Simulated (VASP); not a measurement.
Input:

```xyz
4
Lattice="4.0741 0.0000 0.0000 -2.0370 3.5282 0.0000 0.0000 0.0000 6.7569" Properties=species:S:1:pos:R:3 pbc="T T T"
Zn     4.0741     0.0000     0.0099
Cd     2.0370     1.1761     3.3277
Se     2.0370     1.1761     0.7357
Se     0.0000     0.0000     4.3594
```

Calculation: LDA (Ceperley-Alder, Perdew-Zunger), VASP's LDA PAW potentials (set 64) (plane waves; VASP). Run with 400 eV cut-off, 7×7×4 Γ-centred mesh, tetrahedra with Blöchl corrections, potentials Zn Cd Se.

### Question
Estimate the energy per atom (σ→0).

### Answer

```json
{
  "energy per atom (σ→0)": "-3.503 eV/atom"
}
```

The structure comes from a computed database's ZnCdSe2 entry (P3m1); how it stands against other phases isn't given here. It was relaxed first, which changed the volume by -9 %.
